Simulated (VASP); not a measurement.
Given:

```
ScC
1.0
    0.00000     2.29960     2.29960
    2.29960     0.00000     2.29960
    2.29960     2.29960     0.00000
Sc C
1 1
Direct
  0.00000   0.00000   0.00000
  0.50000   0.50000   0.50000
```

Method: LDA (Ceperley-Alder, Perdew-Zunger) with spin-orbit coupling, VASP's LDA PAW potentials (set 64) (plane waves; VASP). Settings: 520 eV cut-off, 12×12×12 Γ-centred mesh, Gaussian smearing of 0.050 eV, potentials Sc_sv C.

The job: ScC (space group Fm-3m), 2 atoms, LDA+SOC, static run, 520 eV, 12×12×12 Γ-centred mesh. Roughly how much core time does it take on a busy server core?

About 50 core-seconds (one run on a shared machine, a rough figure). It had 72 irreducible k-points, 22 bands, up to 1328 plane waves and 13 electronic steps.

The structure comes from a computed database's ScC entry (Fm-3m); how it stands against other phases isn't given here. It was relaxed first, which changed the volume by -5 %.
